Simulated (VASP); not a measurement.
Consider the following.

```
CELL_PARAMETERS angstrom
      5.18760     0.00000     0.00000
      0.00000     5.18760     0.00000
      0.00000     0.00000     5.18760
ATOMIC_POSITIONS crystal
  Cs 0.00000 0.00000 0.00000
  Sn 0.50000 0.50000 0.50000
  I  0.50000 0.00000 0.50000
  I  0.00000 0.50000 0.50000
  I  0.50000 0.50000 0.00000
```

The numbers are results of PBEsol GGA, VASP's PBE PAW potentials (set 64) (plane waves; VASP), not measurements. Numerical set-up: 500 eV cut-off, 6×6×6 Γ-centred mesh, first-order Methfessel-Paxton smearing of 0.10 eV, potentials Cs_sv Sn_d I.

Energy and stress use the plane-wave basis of the starting cell.

Q: The ions, cell shape and volume at an external pressure of 45.0 GPa are relaxed. What does this cell relax into?

A: 
```
CELL_PARAMETERS angstrom
      5.02750     0.00000     0.00000
      0.00000     5.02750     0.00000
      0.00000     0.00000     5.02750
ATOMIC_POSITIONS crystal
  Cs 0.00000 0.00000 0.00000
  Sn 0.50000 0.50000 0.50000
  I  0.50000 0.00000 0.50000
  I  0.00000 0.50000 0.50000
  I  0.50000 0.50000 0.00000
```
Space group Pm-3m (221), at a tolerance of 0.03 Å.

Q: How do energy and volume change from the first to the last step?

A: The energy (σ→0) changes by +579.1 meV/atom and the volume by -9.0 %, in 5 ionic steps.

The compound is CsSnI3 in the cubic perovskite structure, the ideal cubic form; the compound distorts at low or room temperature. This run relaxes it under an external pressure of 45 GPa. Symmetry was kept, so distortions that lower it aren't found. VASP warned that the highest band is occupied, so more bands are needed.
